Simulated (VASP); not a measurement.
The system is MoI.

```
Mo I
1.0
     0.00000    3.17885    3.17885
     3.17885    0.00000    3.17885
     3.17885    3.17885    0.00000
Mo I
1 1
Direct
  0.00000 0.00000 0.00000
  0.75000 0.75000 0.75000
```

The cell was built by a generator and needn't be a form met in nature.

Base run:

* Program: VASP 6.6.1
* Functional: AM05
* Potentials or basis: VASP PAW PBE potentials, release 64 (Mo_sv, I)
* Cutoff: 520 eV
* k mesh: 7 × 7 × 7
* Occupations: fermi-dirac, width 0.05 eV
* Spin: no spin polarisation

Its results: pressure -9.9 GPa.

The run is repeated on the same cell with these changes: functional from AM05 to RPBE. What comes out?

Pressure -5.9 GPa.

RPBE binds less tightly than AM05, so the same cell stands under more pressure.

Caveats: the PAW data sets were made with another functional, which shifts forces and pressure a little; an odd number of electrons without spin polarisation forces a metal; a magnetic or distorted state may lie lower.

Not every run made on this cell is shown here.
